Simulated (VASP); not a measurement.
Input:

```yaml
crystal:
  lattice:
    - [0.00000, 2.51457, 2.51457]
    - [2.51457, 0.00000, 2.51457]
    - [2.51457, 2.51457, 0.00000]
  atoms:
    - { symbol: Pb, position: [0.00000, 0.00000, 0.00000] }
```

The numbers are results of PBE GGA, VASP's PBE PAW potentials (set 64) (plane waves; VASP 6.6.1), not measurements. Numerical set-up: 480 eV cut-off, 11×11×11 Γ-centred mesh, first-order Methfessel-Paxton smearing of 0.10 eV, potentials Pb_d.

Unless said otherwise, spin-orbit coupling is left out, though it shifts the bands of the heavy elements here.

**Question.** Predict the energy per atom (σ→0), band gap (on the k-mesh) with the smallest direct gap where there is one.

**Answer.** 
```json
{
 "band gap (on the k-mesh)": "none (metal, semimetal or under 0.01 eV)",
 "energy per atom (σ→0)": "-3.566 eV/atom"
}
```

Only differences to runs with the same potentials and settings are physical.

The compound is Pb in the fcc structure. It was relaxed first. The start is the result of an earlier pass.
